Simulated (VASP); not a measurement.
```
CELL_PARAMETERS angstrom
      0.00000     2.29784     2.29784
      2.29784     0.00000     2.29784
      2.29784     2.29784     0.00000
ATOMIC_POSITIONS crystal
  Zr 0.00000 0.00000 0.00000
  N  0.50000 0.50000 0.50000
```

Level of theory: PBE GGA, VASP's PBE PAW potentials (set 64) (plane waves; VASP 6.6.1). Settings: 520 eV cut-off, 15×15×15 Γ-centred mesh, tetrahedra with Blöchl corrections, potentials Zr_sv N.

### Question
The job: ZrN (rock salt), 2 atoms, PBE, static run, 520 eV, 15×15×15 Γ-centred mesh. Roughly how much core time does it take on a busy server core?

### Answer
About 20 core-seconds (one run on a shared machine, a rough figure). It had 120 irreducible k-points, 12 bands, up to 666 plane waves and 14 electronic steps.

The compound is ZrN in the rock salt structure. It was relaxed first. The electron count is odd and the run is not spin-polarised, which forces a metal.
